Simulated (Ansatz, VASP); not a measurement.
## GeBr2: VASP beside Ansatz

Wanted: the spread between two codes on one cell, functional and k mesh. The cell is generated by rule, not measured, and may not be a known phase. The two relaxations start from unlike cells of this crystal (the structure described is Ansatz's start), so only their ends are compared.

Method: plane waves, with VASP 6.6.1 beside it; relaxation of cell and atoms at PBEsol, in Ansatz 0.2.0.

The structure was built from a prototype and need not be the compound's stable phase.

## 1. The starting structure

It takes space group Pmmn (No. 59, orthorhombic). Conventional cell: a = 4.848 Å, b = 6.856 Å, c = 4.848 Å, α = 90.00°, β = 90.00°, γ = 90.00°. Nearest to Ge lie 6 Br at 2.69 to 2.98 Å. Nearest to Br lie 3 Ge at 2.69 to 2.98 Å. Farther neighbours and most contacts between anions are not listed.

## 2. Ansatz: relaxation of cell and atoms, PBEsol

Ansatz runs on its default PAW (the set named soft_2) files.

The relaxed volume is the usual yardstick between codes: in a stiff, nearly cubic crystal its relative difference is about their pressure difference at one cell divided by the bulk modulus.

File input.yaml:

```yaml
crystal:
  lattice:
    - [0.0, -3.4279332986, -3.4279332986]
    - [0.0, 3.4279332986, -3.4279332986]
    - [6.8558665972, 0.0, 0.0]
  atoms:
    - { symbol: Ge, position: [0.4339910814, 0.5, 0.5] }
    - { symbol: Ge, position: [0.0660089186, 0.0, 0.0] }
    - { symbol: Br, position: [0.0075401974, 0.5, 0.75] }
    - { symbol: Br, position: [0.4924598026, 0.0, 0.25] }
    - { symbol: Br, position: [0.0075401974, 0.5, 0.25] }
    - { symbol: Br, position: [0.4924598026, 0.0, 0.75] }
kpoints:
  mp_grid: { grid: [6, 6, 4] }
hamiltonian:
  xc: pbesol
scf:
  occupations: { method: fixed }
output:
  forces: true
  stress: true
  eigenvalues: true
relax:
  adjacent_minimum: "off"
  f_tol: 0.002
  max_steps: 120
  cell: { stress_tol: 0.03 }
```

Started as:

```
$ ansatz run input.yaml --threads 4 --pin off --max-ram 7168MiB --backend cpu --events-out ev --progress --plain --runs-dir out
```

Numbers of over 12 decimals in the logs are rounded to 6 here.

Output:

```text
Engine: ansatz 0.2.0, aarch64-unknown-linux-gnu
Pseudopotentials: kind: paw
Pseudopotential: Ge, paw, valence charge 14, recommended cutoff 420 eV (normal), Ge.paw.azcp
Pseudopotential: Br, paw, valence charge 7, recommended cutoff 420 eV (normal), Br.paw.azcp
Functional definition: PBEsol
  exchange = pbesol_x
  correlation = pbesol_c
Crystal: 6 atoms, lattice volume = 161.123 Å³
Basis set: ecut = 420 eV, 3179 PW (Γ), exchange–correlation on 72×72×96 points (8 copies of the dense FFT grid, shifted against one another)
Bands: 34, of which v1, the nominal top of the filled ones, is band 28 counted from 1 (27 counted from 0)
Symmetry: 8 space group operations
Space group: Pmmn (ITA 59), of the structure as read, at distance tolerance 5.4e-5 Å
k-points: 48 of 144
Non-local potential: Ge, projectors of the file, l = 0: 2, l = 1: 2, l = 2: 3, l = 3: 1
Non-local potential: Br, projectors of the file, l = 0: 2, l = 1: 2, l = 2: 2
PAW form: soft (Blöchl's): semilocal exchange-correlation on the pseudo side does not see the compensation charge
PAW frozen core: Ge, regenerated for the run's functional, and the local potential with it (the file was generated under x = pbe(κ = 0.804, μ = 0.219515), c = pbe(β = 0.066725))
PAW frozen core: Br, regenerated for the run's functional, and the local potential with it (the file was generated under x = pbe(κ = 0.804, μ = 0.219515), c = pbe(β = 0.066725))
PAW one-centre angular grid: Ge, 590 points (default); XC on 64 Gauss nodes
PAW one-centre angular grid: Br, 110 points (default); XC on 64 Gauss nodes
Initial density: superposition of atomic densities (neutral atoms: chi_scale 0, normalization atom), corrected by the library's trained network
Initial wavefunctions: pseudopotential atomic-orbital guess
Functional: x = pbesol(κ = 0.804, μ = 0.123457), c = pbesol(β = 0.046)
SCF iter   1: F=—  HF=-19455.277453 eV  |F-HF|=—  |Δ(HF+E_count)|=         —  Δρ=2.31e-3  dr2=1.30e-2  ethr=1.77e-3  ⟨swp⟩=5.2  Hψ=6006  notcnv=0  defer=170
preconditioner: auto → Resta (q_TF=auto, 2.288 Å⁻¹)  ε∞=4.9  [insulator: Δε(μ)=1.721 eV  Ē_g=8.879 eV  n_scr=36 (ndim 8)  ℏωp=17.6 eV  f_vac=0.068  ε∞_Penn≈4.9]
SCF iter   2: F=—  HF=-19455.272928 eV  |F-HF|=—  |Δ(HF+E_count)|=   4.53e-3  Δρ=1.18e-3  dr2=2.54e-3  ethr=2.33e-5  ⟨swp⟩=2.4  Hψ=2990  notcnv=0  defer=192
SCF iter   3: F=—  HF=-19455.273745 eV  |F-HF|=—  |Δ(HF+E_count)|=   8.17e-4  Δρ=2.93e-4  dr2=1.33e-4  ethr=4.54e-6  ⟨swp⟩=2.0  Hψ=2277  notcnv=0  defer=192
SCF iter   4: F=—  HF=-19455.273961 eV  |F-HF|=—  |Δ(HF+E_count)|=   2.16e-4  Δρ=6.96e-5  dr2=1.63e-5  ethr=2.38e-7  ⟨swp⟩=2.0  Hψ=2403  notcnv=0  defer=180
SCF iter   5: F=—  HF=-19455.273995 eV  |F-HF|=—  |Δ(HF+E_count)|=   3.36e-5  Δρ=2.52e-5  dr2=2.28e-6  ethr=2.90e-8  ⟨swp⟩=2.4  Hψ=2595  notcnv=0  defer=123
SCF iter   6: F=—  HF=-19455.274002 eV  |F-HF|=—  |Δ(HF+E_count)|=   6.76e-6  Δρ=1.30e-5  dr2=3.43e-7  ethr=4.08e-9  ⟨swp⟩=2.0  Hψ=2872  notcnv=0  defer=124
SCF iter   7: F=-19455.274002 eV  HF=-19455.274002 eV  |F-HF|=5.49e-8  |Δ(HF+E_count)|=   4.16e-7  Δρ=5.41e-6  dr2=5.64e-8  ethr=1.79e-10  ⟨swp⟩=12.1  Hψ=9719  notcnv=0
SCF 1 converged in 7 iterations: F = -19455.274002 eV  dr2 = 5.64e-8
  greatest PAW one-centre occupation: 0.998 electrons in one spin orbital (limit 2), on the Ge atom at site 1 (counted from 0), in its partial waves of l = 2
relax step   1: F+E_penalty+E_count = -19455.27400217 eV  Δ(F+E_penalty+E_count) = +0.000e0 eV  max|allowed force component| = 1.099e-1 eV/Å  Δτ_max = 0.0000 Å  P = +1.280 GPa  Ω = 161.123 Å³  (7 SCF iters, dr2 threshold 1.00e-7 eV, accepted)
[...]
relax step  28: F+E_penalty+E_count = -19455.70580164 eV  Δ(F+E_penalty+E_count) = -2.224e-4 eV  max|allowed force component| = 2.336e-3 eV/Å  Δτ_max = 0.0044 Å  P = +0.008 GPa  Ω = 187.544 Å³  energy of the carried Pulay correction = -3.993e-4 eV  (7 SCF iters, dr2 threshold 5.09e-9 eV, accepted)
[...]
relax step  29: F+E_penalty+E_count = -19455.70579527 eV  Δ(F+E_penalty+E_count) = +6.373e-6 eV  max|allowed force component| = 9.996e-4 eV/Å  Δτ_max = 0.0009 Å  P = +0.005 GPa  Ω = 187.677 Å³  energy of the carried Pulay correction = -4.152e-4 eV  (6 SCF iters, dr2 threshold 3.41e-10 eV, accepted)
[...]
relax step  30: F+E_penalty+E_count = -19455.70613910 eV  Δ(F+E_penalty+E_count) = -3.438e-4 eV  max|allowed force component| = 1.018e-3 eV/Å  Δτ_max = 0.0000 Å  P = +0.001 GPa  Ω = 187.677 Å³  stress off target by 3.96e-3 GPa  SCF on the basis re-selected at this cell (its energy is not comparable with the rows above)  (9 SCF iters)
basis re-selected at this cell: Δ(F+E_penalty+E_count) = -3.438e-4 eV, ΔP = -0.004 GPa vs the last step (what re-selecting the basis moved, of the pressure what is left beyond the Pulay correction that the steps carried, after the strain that the cell walked since its last selection, with what the two solves' SCF thresholds leave and, on support functions, any second-order correction that the steps lacked; it is no measure of the basis error at this ecutwfc). The dense FFT grid was sized anew with the basis: this SCF ran on 48×27×48 points, the steps before it on 45×27×48, so part of this shift can come from that change (see relax.cell in the input reference). [rest of the remark cut]
SCF converged after 9 iterations
Free energy (F): -19455.706139 eV
Harris-Foulkes:  -19455.706139 eV  (|F-HF|=3.64e-12)
Internal energy: -19455.706139 eV  (E = F + TS)
E sigma→0 (E₀):  -19455.706139 eV
Fermi energy:    3.022430 eV
--- Per-component energies (eV) ---
  E_band       = -508.689437
  E_kinetic    = 748.158394
  E_local      = -7261.175116  (includes V_loc(G=0)·N_el)
  E_nonlocal   = 1108.874185
  E_hartree    = 3040.243887
  E_xc         = -1192.774687
  E_vxc        = -539.980272  (∫ρ·V_xc dr)
  E_paw        = -12754.679832  (= ΣΔE_a)
  E_vpaw       = -645.055034  (= ΣTr[D̂ρ^β])
  E_aug_tail   = 0.000641  (compensation charges beyond the density's cutoff)
  E_ewald      = -3146.558564
  E_core_change = 2.204954  (= ΣΔE_core)
  E_smearing   = -0.000000  (= −TS)
  E_closure    = -0.000000  (closes the sum)
  Σ components = -19455.706139   (vs F -19455.706139, Δ=0.00e0)
--- Forces (eV/Å), atoms counted from 1 ---
  atom   1  Ge    -0.00000000    -0.00101752    -0.00101752
  atom   2  Ge     0.00000000     0.00101752     0.00101752
  atom   3  Br     0.00022487     0.00057866     0.00057866
  atom   4  Br     0.00022487    -0.00057866    -0.00057866
  atom   5  Br    -0.00022487     0.00057866     0.00057866
  atom   6  Br    -0.00022487    -0.00057866    -0.00057866
  max |Σ_I F_I| component: 1.39e-17 eV/Å
--- Stress (GPa, compression-positive) ---
       -0.002958       0.000000      -0.000000
        0.000000       0.003352      -0.000605
       -0.000000      -0.000605       0.003352
  P = ⅓ Tr σ = 0.0012 GPa (0.012 kbar)
--- Band table (eV; the first three rows and the last of 48) ---
  k-point 0: bands = [... 24 lower, 1.9480, 2.1355, 2.1607, 2.1685, 4.7698, 6.1200, 6.4640, 6.6910, ... 2 higher]
  k-point 1: bands = [... 24 lower, 2.0610, 2.0812, 2.3176, 2.4317, 5.3070, 6.1631, 6.3548, 6.4262, ... 2 higher]
  k-point 2: bands = [... 24 lower, 1.9120, 1.9120, 2.7104, 2.7104, 5.9701, 5.9701, 6.2799, 6.2799, ... 2 higher]
  k-point 47: bands = [... 24 lower, 1.3989, 1.3989, 2.3667, 2.3667, 5.9651, 5.9651, 6.7861, 6.7861, ... 2 higher]
--- Relaxed structure (27 steps of the walk, 23 accepted, 3 SCFs on fresh bases) ---
  F+E_penalty+E_count = -19455.70613910 eV   max|allowed force component| = 1.018e-3 eV/Å   (the final SCF, on the basis selected at the relaxed cell)
  cell:  # Å, volume = 187.6768 Å³
    - [0, -4.802034, -4.802034]
    - [0, 2.746407, -2.746407]
    - [7.115256, 0, 0]
  atoms:
    - { symbol: Ge, position: [0.328738, 0.5, 0.500000] }
    - { symbol: Ge, position: [0.171262, 0.0, 1.3178520871068075e-19] }
    - { symbol: Br, position: [0.014390, 0.5, 0.750741] }
    - { symbol: Br, position: [0.485610, -1.1102230246251565e-16, 0.250741] }
    - { symbol: Br, position: [0.014390, 0.5, 0.249259] }
    - { symbol: Br, position: [0.485610, -1.1102230246251565e-16, 0.749259] }
```

Reading the cycles: dr2 is the Hartree energy of the density residual (eV), the measure of convergence; HF is the Harris–Foulkes estimate of the energy, which meets the free energy F at convergence.

## 3. VASP: relaxation of cell and atoms, PBEsol

Its own start cell and the same functional and mesh now go to VASP, with its own data sets.

Lines of VASP's logs that name or quote its potential files are left out, and so is its time.

File INCAR:

```
SYSTEM = GeBr2
PREC = Accurate
ENCUT = 500
EDIFF = 1E-07
NELM = 120
ISMEAR = 0
SIGMA = 0.01
LREAL = .FALSE.
ALGO = Normal
GGA = PS
NBANDS = 34
LORBIT = 11
LWAVE = .FALSE.
LCHARG = .FALSE.
ISIF = 3
IBRION = 2
NSW = 80
EDIFFG = -0.005
LASPH = .TRUE.
GGA_COMPAT = .FALSE.
NELMIN = 4
EFERMI = MIDGAP
KPAR = 2
```

File POSCAR:

```
GeBr2
1.0
    0.0000000000     -4.6174995807     -4.6174995807
    0.0000000000      2.7861339967     -2.7861339967
    7.0968354953      0.0000000000      0.0000000000
Ge Br
2 4
Direct
    0.3298926079      0.5000000000      0.4999999271
    0.1701073921      0.0000000000      0.9999999271
    0.0081462014      0.5000000000      0.7498114519
    0.4918537986      0.0000000000      0.2498114519
    0.0081462014      0.5000000000      0.2501884023
    0.4918537986      0.0000000000      0.7501884023
```

File KPOINTS:

```
Automatic mesh
0
Gamma
6 6 4
0 0 0
```

The projector-augmented-wave data sets are Ge_d and Br (PBE family, release 64).

Started as:

```
$ mpirun -np 2 vasp_std
```

Output:

```text
[banner, memory and clock lines left out]
running    2 mpi-ranks, on    1 nodes
 distrk:  each k-point on    1 cores,    2 groups
 distr:  one band on    1 cores,    1 groups

 POSCAR found type information on POSCAR GeBr
 POSCAR found :  2 types and       6 ions
|                                                                             |
|               ----> ADVICE to this user running VASP <----                  |
|                                                                             |
|     You enforced a specific xc type in the INCAR file but a different       |
|     [... a line on the potential file left out ...]
|     I HOPE YOU KNOW WHAT YOU ARE DOING!                                     |
|                                                                             |

 LDA part: xc-table for (Slater+PW92), standard interpolation
 POSCAR, INCAR and KPOINTS ok, starting setup
 FFT: planning ... GRIDC
 FFT: planning ... GRID_SOFT
 FFT: planning ... GRID
 WAVECAR not read
 entering main loop
       N       E                     dE             d eps       ncg     rms          rms(c)
DAV:   1     0.564399252251E+03    0.56440E+03   -0.25221E+04  4092   0.264E+03
DAV:   2     0.848012638750E+02   -0.47960E+03   -0.46624E+03  3512   0.715E+02
DAV:   3    -0.144155931868E+02   -0.99217E+02   -0.96621E+02  4028   0.190E+02
DAV:   4    -0.203896240971E+02   -0.59740E+01   -0.59348E+01  3588   0.562E+01
DAV:   5    -0.205536346563E+02   -0.16401E+00   -0.16359E+00  3918   0.955E+00    0.737E+00
DAV:   6    -0.200897366029E+02    0.46390E+00   -0.73943E-01  4442   0.642E+00    0.446E+00
DAV:   7    -0.200767665699E+02    0.12970E-01   -0.28325E-01  3954   0.235E+00    0.137E+00
DAV:   8    -0.200773491236E+02   -0.58255E-03   -0.32629E-02  4082   0.160E+00    0.240E-01
DAV:   9    -0.200779579402E+02   -0.60882E-03   -0.26070E-03  3668   0.393E-01    0.947E-02
DAV:  10    -0.200782459852E+02   -0.28804E-03   -0.45716E-04  4164   0.103E-01    0.442E-02
DAV:  11    -0.200783493448E+02   -0.10336E-03   -0.84257E-05  3316   0.488E-02    0.945E-03
DAV:  12    -0.200783567735E+02   -0.74287E-05   -0.13217E-05  3910   0.218E-02    0.477E-03
DAV:  13    -0.200783591601E+02   -0.23866E-05   -0.45919E-06  3320   0.138E-02    0.180E-03
DAV:  14    -0.200783592566E+02   -0.96448E-07   -0.46475E-07  3452   0.339E-03
   1 F= -.20078359E+02 E0= -.20078359E+02  d E =-.200784E+02
[... from here on, the cycles between the ionic steps are left out ...]
   2 F= -.20078864E+02 E0= -.20078864E+02  d E =-.505177E-03
   3 F= -.20078980E+02 E0= -.20078980E+02  d E =-.620398E-03
   8 F= -.20081880E+02 E0= -.20081880E+02  d E =-.987181E-03
   9 F= -.20081905E+02 E0= -.20081905E+02  d E =-.101197E-02
  10 F= -.20082005E+02 E0= -.20082005E+02  d E =-.100480E-03
  11 F= -.20082014E+02 E0= -.20082014E+02  d E =-.109300E-03
  12 F= -.20082015E+02 E0= -.20082015E+02  d E =-.110080E-03
  13 F= -.20082015E+02 E0= -.20082015E+02  d E =-.109732E-03
  14 F= -.20082097E+02 E0= -.20082097E+02  d E =-.821812E-04
  15 F= -.20082196E+02 E0= -.20082196E+02  d E =-.181150E-03
  16 F= -.20082200E+02 E0= -.20082200E+02  d E =-.433878E-05
  17 F= -.20082211E+02 E0= -.20082211E+02  d E =-.154037E-04
 curvature:  -0.75 expect dE=-0.102E-04 dE for cont linesearch -0.845E-08
 trial: gam= 0.60242 g(F)=  0.748E-05 g(S)=  0.609E-05 ort =-0.523E-06 (trialstep = 0.229E+01)
 search vector abs. value=  0.217E-04
 bond charge predicted
       N       E                     dE             d eps       ncg     rms          rms(c)
DAV:   1    -0.200822409491E+02   -0.29792E-04   -0.15348E-02  3488   0.711E-01    0.496E-02
DAV:   2    -0.200822513607E+02   -0.10412E-04   -0.52444E-04  3558   0.166E-01    0.223E-02
DAV:   3    -0.200822404122E+02    0.10949E-04   -0.32613E-05  4482   0.416E-02    0.115E-02
DAV:   4    -0.200822369702E+02    0.34420E-05   -0.68254E-06  4054   0.221E-02    0.486E-03
DAV:   5    -0.200822367752E+02    0.19500E-06   -0.14871E-06  3560   0.102E-02    0.119E-03
DAV:   6    -0.200822367415E+02    0.33666E-07   -0.61396E-08  1632   0.198E-03
  18 F= -.20082237E+02 E0= -.20082237E+02  d E =-.256071E-04
 trial-energy change:   -0.000026  1 .order   -0.000026   -0.000030   -0.000021
 step:   7.6544(harm=  7.6544)  dis= 0.00251  next Energy=   -20.082262 (dE=-0.507E-04)
 reached required accuracy - stopping structural energy minimisation
```

(Part 1 of 2 ends here.)

[Lines on the potential files, build, host, timing and source positions are cut from VASP's logs without a mark.]

[Logs are printed without paths, hosts, clocks, repeated set-up lines and the standing remarks that a program may print on its own settings, such as how far it seeks lower states.]

[Hosts, paths, dates, database ids (printed as entryN), source tags and the programs' standing remarks are cut or masked in the printed files.]
